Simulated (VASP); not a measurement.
# ScPd3 (Pm-3m) in VASP: single point with LDA

Aim: the single point of ScPd3 with LDA.

All numbers are computed with VASP 6.6.1; they aren't measurements. Logs are shortened: lines on timing, memory, paths and dates and some standing lists are left out, and cuts for length are marked.

### 1 The structure

It takes space group Pm-3m (No. 221, cubic). Conventional cell: a = 3.982 Å, b = 3.982 Å, c = 3.982 Å, α = 90.00°, β = 90.00°, γ = 90.00°. Around Sc (site symmetry m-3m) lie 12 Pd at 2.82 Å. Pd (site symmetry 4/mmm) has 4 Sc at 2.82 Å and 8 Pd at 2.82 Å as nearest neighbours.

### 2 Single point, LDA

Contents of INCAR:

```
SYSTEM = ScPd3
PREC = Accurate
ENCUT = 520
EDIFF = 1E-7
ISMEAR = -1
SIGMA = 0.1
LREAL = .FALSE.
LASPH = .TRUE.
NELM = 100
ALGO = Normal
ISIF = 2
LWAVE = .FALSE.
LCHARG = .FALSE.
NBANDS = 28
```

Contents of KPOINTS:

```
regular mesh
0
G
  5 5 5
  0 0 0
```

Contents of POSCAR:

```
ScPd3
1.0
    3.9820000000      0.0000000000      0.0000000000
    0.0000000000      3.9820000000      0.0000000000
    0.0000000000      0.0000000000      3.9820000000
Sc Pd
1 3
Direct
    0.0000000000      0.0000000000      0.0000000000
    0.0000000000      0.5000000000      0.5000000000
    0.5000000000      0.0000000000      0.5000000000
    0.5000000000      0.5000000000      0.0000000000
```

Potentials or basis: VASP PAW LDA potentials, release 64 (Sc_sv, Pd).

Command:

```sh
> cat potpaw_LDA.64/Sc_sv/POTCAR potpaw_LDA.64/Pd/POTCAR > POTCAR
> mpirun -np 1 vasp_std > vasp.out
```

OUTCAR:

```text
SYSTEM = ScPd3
   PREC = Accurate
   ENCUT = 520
   EDIFF = 1E-7
   ISMEAR = -1
   LREAL = .FALSE.
   LASPH = .TRUE.
   NELM = 100
   ISIF = 2

 ion  position               nearest neighbor table
   1  0.000  0.000  0.000-   2 2.82   3 2.82   4 2.82   2 2.82   3 2.82   2 2.82   4 2.82   2 2.82
                             3 2.82   4 2.82   3 2.82   4 2.82
   2  0.000  0.500  0.500-   1 2.82   3 2.82   4 2.82   1 2.82   4 2.82   1 2.82   3 2.82   1 2.82
                             3 2.82   4 2.82   4 2.82   3 2.82
   3  0.500  0.000  0.500-   1 2.82   2 2.82   4 2.82   1 2.82   4 2.82   2 2.82   4 2.82   4 2.82
                             1 2.82   2 2.82   1 2.82   2 2.82
   4  0.500  0.500  0.000-   1 2.82   2 2.82   3 2.82   2 2.82   3 2.82   1 2.82   3 2.82   3 2.82
                             1 2.82   2 2.82   2 2.82   1 2.82

  LATTYP: Found a simple cubic cell.
 ALAT       =     3.9820000000

  Lattice vectors:

 A1 = (   3.9820000000,   0.0000000000,   0.0000000000)
 A2 = (   0.0000000000,   3.9820000000,   0.0000000000)
 A3 = (   0.0000000000,   0.0000000000,   3.9820000000)

Analysis of symmetry for initial positions (statically):
=====================================================================
 Subroutine PRICEL returns:
 Original cell was already a primitive cell.

 Routine SETGRP: Setting up the symmetry group for a
 simple cubic supercell.

 Subroutine GETGRP returns: Found 48 space group operations
 (whereof 48 operations were pure point group operations)
 out of a pool of 48 trial point group operations.

The static configuration has the point symmetry O_h .

Analysis of symmetry for dynamics (positions and initial velocities):
=====================================================================
 Subroutine PRICEL returns:
 Original cell was already a primitive cell.

 Routine SETGRP: Setting up the symmetry group for a
 simple cubic supercell.

 Subroutine GETGRP returns: Found 48 space group operations
 (whereof 48 operations were pure point group operations)
 out of a pool of 48 trial point group operations.

The dynamic configuration has the point symmetry O_h .

 Subroutine INISYM returns: Found 48 space group operations
 (whereof 48 operations are pure point group operations),
 and found     1 'primitive' translations

----------------------------------------------------------------------------------------

                                     Primitive cell

  volume of cell :      63.1399

  direct lattice vectors                    reciprocal lattice vectors
     3.982000000  0.000000000  0.000000000     0.251130085  0.000000000  0.000000000
     0.000000000  3.982000000  0.000000000     0.000000000  0.251130085  0.000000000
     0.000000000  0.000000000  3.982000000     0.000000000  0.000000000  0.251130085

  length of vectors
     3.982000000  3.982000000  3.982000000     0.251130085  0.251130085  0.251130085

  position of ions in fractional coordinates (direct lattice)
     0.000000000  0.000000000  0.000000000
     0.000000000  0.500000000  0.500000000
     0.500000000  0.000000000  0.500000000
     0.500000000  0.500000000  0.000000000

  ion indices of the primitive-cell ions
   primitive index   ion index
                 1           1
                 2           2
                 3           3
                 4           4

----------------------------------------------------------------------------------------

 KPOINTS: regular mesh

Automatic generation of k-mesh.
 Grid dimensions read from file:
 generate k-points for:    5    5    5

 Generating k-lattice:

  Cartesian coordinates                     Fractional coordinates (reciprocal lattice)
     0.050226017  0.000000000  0.000000000     0.200000000  0.000000000  0.000000000
     0.000000000  0.050226017  0.000000000     0.000000000  0.200000000  0.000000000
     0.000000000  0.000000000  0.050226017     0.000000000  0.000000000  0.200000000

  Length of vectors
     0.050226017  0.050226017  0.050226017

  Shift w.r.t. Gamma in fractional coordinates (k-lattice)
     0.000000000  0.000000000  0.000000000

 Subroutine IBZKPT returns following result:
 ===========================================

 Found     10 irreducible k-points:

 Following reciprocal coordinates:
            Coordinates               Weight
  0.000000  0.000000  0.000000      1.000000
  0.200000  0.000000  0.000000      6.000000
  0.400000  0.000000  0.000000      6.000000
  0.200000  0.200000  0.000000     12.000000
  0.400000  0.200000  0.000000     24.000000
  0.400000  0.400000  0.000000     12.000000
  0.200000  0.200000  0.200000      8.000000
  0.400000  0.200000  0.200000     24.000000
  0.400000  0.400000  0.200000     24.000000
  0.400000  0.400000  0.400000      8.000000
   k-points           NKPTS =     10   k-points in BZ     NKDIM =     10   number of bands    NBANDS=     28
   number of dos      NEDOS =    301   number of ions     NIONS =      4
   total plane-waves  NPLWV =  27000
   dimension x,y,z NGX =    30 NGY =   30 NGZ =   30
   dimension x,y,z NGXF=    60 NGYF=   60 NGZF=   60
   ions per type =               1   3
   NGX,Y,Z   is equivalent  to a cutoff of  12.52, 12.52, 12.52 a.u.
   NGXF,Y,Z  is equivalent  to a cutoff of  25.05, 25.05, 25.05 a.u.
 SYSTEM =  ScPd3
   PREC   = accura    normal or accurate (medium, high low for compatibility)
   ISTART =      0    job   : 0-new  1-cont  2-samecut
   ICHARG =      2    charge: 1-file 2-atom 10-const
   ISPIN  =      1    spin polarized calculation?
   LNONCOLLINEAR =      F non collinear calculations
   LSORBIT =      F    spin-orbit coupling
   LASPH  =      T    aspherical Exc in radial PAW
   ENCUT  =  520.0 eV  38.22 Ry    6.18 a.u.   7.40  7.40  7.40*2*pi/ulx,y,z
   NELM   =    100;   NELMIN=  2; NELMDL= -5     # of ELM steps
   EDIFF  = 0.1E-06   stopping-criterion for ELM
   LREAL  =      F    real-space projection
   EDIFFG = 0.1E-05   stopping-criterion for IOM
   NSW    =      0    number of steps for IOM
   IBRION =     -1    ionic relax: 0-MD 1-quasi-New 2-CG
   NFREE  =      0    steps in history (QN), initial steepest desc. (CG)
   ISIF   =      2    stress and relaxation
   ISYM   =      2    0-nonsym 1-usesym 2-fastsym
   POTIM  = 0.5000    time-step for ionic-motion
   TEBEG  =    0.0;   TEEND  =   0.0 temperature during run
   PSTRESS=    0.0 pullay stress
   NELECT =      41.0000    total number of electrons
   NUPDOWN=      -1.0000    fix difference up-down
   EMIN   =  10.00;   EMAX   =-10.00  energy-range for DOS
   EFERMI =   0.00;   METHOD = LEGACY
   ISMEAR =    -1;   SIGMA  =   0.10  broadening in eV -4-tet -1-fermi 0-gaus
   EFERMI_NEDOS =   21; number of points for ismear=-14 and -15
   IALGO  =     38    algorithm
   IMIX   =      4    mixing-type and parameters
     AMIX     =   0.40;   BMIX     =  1.00
     AMIX_MAG =   1.60;   BMIX_MAG =  1.00
  volume/ion in A,a.u.               =      15.78       106.52
  Fermi-wavevector in a.u.,A,eV,Ry     =   1.417647  2.678965 27.343953  2.009724
  Thomas-Fermi vector in A             =   2.538856
   LORBIT       =      0    0 simple, 1 ext, 2 COOP (PROOUT), +10 PAW based schemes
   GGA     = CA    functional components
   LHFCALC =     F    Hartree Fock is set to
   AEXX    =    0.0000 exact exchange contribution
   IVDW    =     0    specifies the selected vdW correction
   LEPSILON=     F    determine dielectric tensor
   LRPA    =     F    only Hartree local field effects (RPA)
 non-spin polarized calculation
  energy-cutoff  :      520.00
  volume of cell :       63.14
 maximum number of plane-waves:      1743
 NGX is ok and might be reduce to    30
   NGX = 15   NGY = 15   NGZ = 15

 number of electron      40.9999986 magnetization

 Free energy of the ion-electron system (eV)
  ---------------------------------------------------
  ext. energy  EPLUGINS =         0.00000000
  ---------------------------------------------------
  free energy    TOTEN  =       -29.73413287 eV

  energy without entropy =      -29.64943663  energy(sigma->0) =      -29.69178475

 E-fermi :   8.1314     XC(G=0): -12.8649

 val. band max:        8.0543412449   @ k =   0.2000   0.2000   0.2000
 cond. band min:       8.2640685245   @ k =   0.0000   0.0000   0.0000
 fundamental gap:      0.2097272795
 Fermi energy:         8.1314024734

 k-point     1 :       0.0000    0.0000    0.0000
  band No.  band energies     occupation
      1     -40.3840      2.00000
      2     -19.3573      2.00000
      3     -19.3573      2.00000
      4     -19.3573      2.00000
      5       1.5047      2.00000
      6       3.2722      2.00000
[... 20 lines left out ...]
     27      12.1400      0.00000
     28      12.1400      0.00000

 k-point     2 :       0.2000    0.0000    0.0000
  band No.  band energies     occupation
      1     -40.3830      2.00000
      2     -19.3725      2.00000
      3     -19.3590      2.00000
      4     -19.3590      2.00000
      5       1.9658      2.00000
      6       3.5167      2.00000
[... 20 lines left out ...]
     27      13.5926      0.00000
     28      13.5926      0.00000

 k-point     3 :       0.4000    0.0000    0.0000
  band No.  band energies     occupation
      1     -40.3815      2.00000
      2     -19.3971      2.00000
      3     -19.3618      2.00000
      4     -19.3618      2.00000
      5       3.0927      2.00000
      6       3.9005      2.00000
[... 20 lines left out ...]
     27      15.8982      0.00000
     28      15.8982      0.00000

 k-point     4 :       0.2000    0.2000    0.0000
  band No.  band energies     occupation
      1     -40.3822      2.00000
      2     -19.3757      2.00000
      3     -19.3692      2.00000
      4     -19.3606      2.00000
      5       2.3893      2.00000
      6       3.7360      2.00000
[... 144 lines left out ...]
     27      14.2304      0.00000
     28      14.3277      0.00000

 k-point     9 :       0.4000    0.4000    0.2000
  band No.  band energies     occupation
      1     -40.3799      2.00000
      2     -19.3881      2.00000
      3     -19.3852      2.00000
      4     -19.3713      2.00000
      5       3.7251      2.00000
      6       4.0406      2.00000
[... 20 lines left out ...]
     27      12.8339      0.00000
     28      13.3809      0.00000

 k-point    10 :       0.4000    0.4000    0.4000
  band No.  band energies     occupation
      1     -40.3797      2.00000
      2     -19.3839      2.00000
      3     -19.3802      2.00000
      4     -19.3802      2.00000
      5       3.4809      2.00000
      6       3.6237      2.00000
[... 20 lines left out ...]
     27      12.1046      0.00000
     28      12.1046      0.00000

------------------------ aborting loop because EDIFF is reached ----------------------------------------

  FORCE on cell =-STRESS in cart. coord.  units (eV):
  Direction    XX          YY          ZZ          XY          YZ          ZX
  --------------------------------------------------------------------------------------
  -------------------------------------------------------------------------------------
  Total       -3.7913963     -3.7913963     -3.7913963      0.0000000      0.0000000      0.0000000
  in kB      -96.2068515    -96.2068515    -96.2068515      0.0000000      0.0000000      0.0000000
  external PRESSURE =     -96.2068515 kB  Pullay stress =       0.0000000 kB

 VOLUME and BASIS-vectors are now :
 -----------------------------------------------------------------------------
  energy-cutoff  :      520.00
  volume of cell :       63.14
      direct lattice vectors                 reciprocal lattice vectors
     3.982000000  0.000000000  0.000000000     0.251130085  0.000000000  0.000000000
     0.000000000  3.982000000  0.000000000     0.000000000  0.251130085  0.000000000
     0.000000000  0.000000000  3.982000000     0.000000000  0.000000000  0.251130085

 POSITION                                       TOTAL-FORCE (eV/Angst)
 -----------------------------------------------------------------------------------
      0.00000      0.00000      0.00000         0.000000      0.000000      0.000000
      0.00000      1.99100      1.99100         0.000000      0.000000      0.000000
      1.99100      0.00000      1.99100         0.000000      0.000000      0.000000
      1.99100      1.99100      0.00000         0.000000      0.000000      0.000000
 -----------------------------------------------------------------------------------
    total drift:                                0.000000      0.000000     -0.000000

  FREE ENERGIE OF THE ION-ELECTRON SYSTEM (eV)
  ---------------------------------------------------
  free  energy   TOTEN  =       -29.7341328736 eV

  energy  without entropy=      -29.6494366303  energy(sigma->0) =      -29.69178475
```

Run time: 15 s. Hardware: 1 thread of Intel Xeon Platinum 8259CL at 2.50GHz (Skylake/Cascade Lake), shared host; peak memory 0.15 GiB.

What came out:

```
Free energy            : -29.7341 eV
Pressure               : -9.6 GPa
Band gap on the k mesh : none (metal or under the smearing width)
```

Levels at points of the mesh, in eV from the Fermi level:
```csv
k point,band 16,band 17,band 18,band 19,band 20,band 21,band 22,band 23,band 24,band 25
"(0.00, 0.00, 0.00)",-0.90,-0.29,0.13,0.13,0.13,3.03,3.03,3.36,3.36,3.36
```
